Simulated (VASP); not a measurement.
Computed with PBE GGA, VASP's PBE PAW potentials (set 64) (plane waves; VASP).

VASP ran on this input.

KPOINTS:
```
Automatic mesh
0
Gamma
8 8 8
0 0 0
```

### INCAR
```
ALGO  =  Normal
AMIX  =  0.6
BMIX  =  0.0001
EDIFF  =  1E-6
ENCUT  =  520
GGA  =  PE
IMIX  =  4
ISIF  =  2
ISMEAR  =  0
LASPH  =  .TRUE.
LCHARG  =  .FALSE.
LMAXMIX  =  6
LREAL  =  .FALSE.
LWAVE  =  .FALSE.
NELM  =  100
PREC  =  Accurate
SIGMA  =  0.05
SYSTEM  =  TmN
```

POSCAR:
```
TmN
1
    2.8500000000     0.0000000000     0.0000000000
    0.0000000000     2.8500000000     0.0000000000
    0.0000000000     0.0000000000     2.8500000000
Tm N
1 1
Direct
  0.0000000000   0.0000000000   0.0000000000
  0.5000000000   0.5000000000   0.5000000000
```

POTCAR, in this order: Tm_3 N (PBE.64 set). Program: vasp_std.

The 4f electrons are frozen in the core of the lanthanide potential, so 4f levels, which can set the real gap, and their magnetism are missing.

**Question.** What does the run give for the energy per atom (σ→0), pressure, band gap (on the k-mesh)?

**Answer.** 
```
Property                                                    Result
------------------------  ----------------------------------------
energy per atom (σ→0)                               -7.185 eV/atom
band gap (on the k-mesh)  none (metal, semimetal or under 0.01 eV)
pressure                                                 19.04 GPa
```

**OSZICAR**
```
...
DAV:   7    -0.144011611590E+02    0.30614E+01   -0.14618E+01  1177   0.301E+01    0.139E+01
DAV:   8    -0.144100242246E+02   -0.88631E-02   -0.86274E-01  1202   0.983E+00    0.153E+00
DAV:   9    -0.143736364014E+02    0.36388E-01   -0.87027E-02  1198   0.319E+00    0.508E-01
DAV:  10    -0.143710249890E+02    0.26114E-02   -0.96915E-03  1218   0.110E+00    0.104E-01
DAV:  11    -0.143710551154E+02   -0.30126E-04   -0.37324E-04   940   0.205E-01    0.752E-02
DAV:  12    -0.143710536770E+02    0.14384E-05   -0.91857E-06  1172   0.385E-02    0.185E-02
DAV:  13    -0.143710534047E+02    0.27229E-06   -0.96707E-07   585   0.985E-03
   1 F= -.14371053E+02 E0= -.14370750E+02  d E =-.606656E-03
```

The structure was generated: TmN was put into the CsCl type (Pm-3m), which need not be its known phase. The cell was not relaxed at this level. The run is one of a series of settings (AMIX = 0.6, BMIX = 0.0001, IMIX = 4 against the base run), some of them coarse on purpose.
